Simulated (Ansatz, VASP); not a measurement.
## One calculation of AlBN, two programs

```xyz
3
Lattice="2.6456 0.0000 0.0000 0.0000 2.6456 0.0000 0.0000 0.0000 5.4026" Properties=species:S:1:pos:R:3 pbc="T T T"
Al    1.3228    1.3228    0.0000
B     1.3228    1.3228    2.7013
N     0.0000    0.0000    0.0000
```

Alike in both runs: functional PBE; k mesh 18 × 18 × 8; occupations gaussian, width 0.1 eV; no spin polarisation.

Ansatz relaxed the structure, and its values are those at the end. VASP's run is a single point on that final structure, the one shown.

```csv
,VASP,Ansatz
version,VASP 6.6.1,Ansatz 0.2.0
potentials or method,"VASP PAW PBE potentials, release 64 (Al, B, N)","scalar-relativistic, plane waves, PAW"
plane-wave cutoff (eV),520,420
valence electrons in the cell,11,11
```

Ansatz gave:

- gap on the k mesh at the Fermi level (eV): none
- pressure (GPa): 0.0

Question: Estimate VASP's values.

Answer: gap on the k mesh at the Fermi level (eV): none; pressure (GPa): -0.1.

A gap of «none» marks a metal or a gap that the smearing closes.
